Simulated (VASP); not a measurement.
OSZICAR of a VASP run on HfO2 (relaxed from the tetragonal-ZrO2 structure, space group P4_2/nmc):

**OSZICAR**
```
       N       E                     dE             d eps       ncg     rms          rms(c)
DAV:   1     0.265643080112E+03    0.26564E+03   -0.25148E+04  1560   0.164E+03
DAV:   2    -0.582523370780E+02   -0.32390E+03   -0.31958E+03  2024   0.395E+02
DAV:   3    -0.717227724470E+02   -0.13470E+02   -0.13448E+02  1834   0.783E+01
DAV:   4    -0.718560796694E+02   -0.13331E+00   -0.13324E+00  2094   0.857E+00
DAV:   5    -0.718573460746E+02   -0.12664E-02   -0.12662E-02  1962   0.756E-01    0.740E+01
DAV:   6    -0.608960244262E+02    0.10961E+02   -0.64124E+01  1752   0.452E+01    0.616E+01
DAV:   7    -0.607346398511E+02    0.16138E+00   -0.25546E+00  2038   0.114E+01    0.361E+01
DAV:   8    -0.607175665131E+02    0.17073E-01   -0.25328E-01  1748   0.428E+00    0.579E+00
DAV:   9    -0.607028353742E+02    0.14731E-01   -0.68999E-02  1768   0.187E+00    0.244E+00
DAV:  10    -0.607023290736E+02    0.50630E-03   -0.82482E-03  1968   0.612E-01    0.207E-01
DAV:  11    -0.607023657567E+02   -0.36683E-04   -0.51269E-04  1992   0.158E-01    0.154E-01
DAV:  12    -0.607024007539E+02   -0.34997E-04   -0.49944E-05  1918   0.448E-02    0.116E-01
DAV:  13    -0.607024035935E+02   -0.28396E-05   -0.30345E-06  1796   0.113E-02    0.346E-03
DAV:  14    -0.607024039775E+02   -0.38405E-06   -0.25857E-07   932   0.377E-03
   1 F= -.60702404E+02 E0= -.60702404E+02  d E =-.104992E-21
```

### Question
Which electronic solver shows in the log?

### Answer
It is blocked Davidson (ALGO = Normal, or the opening steps of other solvers). The INCAR had ALGO = Normal.

### Question
Can the final energy be trusted as converged?

### Answer
The run converged. It stopped with EDIFF = 1E-6, NELM = 100 (PBE GGA, plane waves, VASP's PBE PAW potentials (set 64)).

The structure was generated: HfO2 was put into the tetragonal-ZrO2 type (P4_2/nmc), which need not be its known phase. It was relaxed first.
